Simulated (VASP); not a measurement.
Data:

```xyz
8
Lattice="6.0150 0.0000 0.0000 0.0000 6.0150 0.0000 0.0000 0.0000 6.0150" Properties=species:S:1:pos:R:3 pbc="T T T"
Zn     0.0000     0.0000     0.0000
Se     1.4217     1.4217     1.4217
Se     4.5933     4.5933     1.4217
Se     4.5933     1.4217     4.5933
Se     1.4217     4.5933     4.5933
Hg     3.0075     3.0075     0.0000
Hg     3.0075     0.0000     3.0075
Hg     0.0000     3.0075     3.0075
```

Calculation: PBEsol GGA, VASP's PBE PAW potentials (set 64) (plane waves; VASP). Settings: 400 eV cut-off, 6×6×6 Γ-centred mesh, tetrahedra with Blöchl corrections, potentials Zn Se Hg.

Unless said otherwise, spin-orbit coupling is left out, though it shifts the bands of the heavy elements here.

Task: Predict the energy per atom (σ→0), band gap (on the k-mesh) with the smallest direct gap where there is one.

Result: 
| Property | Result |
|---|---|
| band gap (on the k-mesh) | none (metal, semimetal or under 0.01 eV) |
| energy per atom (σ→0) | -2.640 eV/atom |

The absolute energy has meaning only against runs of the same code, potentials and settings.

The structure was generated: Hg3ZnSe4 was put into an ordered model structure (P-43m), which need not be its known phase. It was relaxed first.
